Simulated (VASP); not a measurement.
Input of a VASP 6.6.1 run:

Contents of INCAR:

```
PREC = Accurate
ENCUT = 520
EDIFF = 1E-6
ISMEAR = 0
SIGMA = 0.1
LREAL = F
LASPH = T
NELM = 100
ALGO = Normal
ISIF = 2
LWAVE = F
LCHARG = F
GGA = PE
NBANDS = 28
```

File KPOINTS:

```
Automatic mesh
0
Gamma
  3 3 4
```

File POSCAR:

```
K4C
1.0
    8.3211511484      0.0000000040      0.0000000000
   -4.1605755777      7.2063282813      0.0000000000
    0.0000000000      0.0000000000      4.8606672190
K C
4 1
Direct
    0.5000000000      0.0000000000      0.5000000000
    0.0000000000      0.5000000000      0.5000000000
    0.5000000000      0.5000000000      0.5000000000
    0.0000000000      0.0000000000      0.5000000000
    0.0000000000      0.0000000000      0.0000000000
```

Potentials or basis: VASP PAW PBE potentials, release 64 (K_sv, C).

The run is started by

```sh
$ cat potpaw_PBE.64/K_sv/POTCAR potpaw_PBE.64/C/POTCAR > POTCAR
$ mpirun -np 1 vasp_std > vasp.out
```

Task: What does it give for the pressure?

Result: 0.1 GPa.

Task: Predict the band gap on the k mesh.

Result: None (metal or under the smearing width).
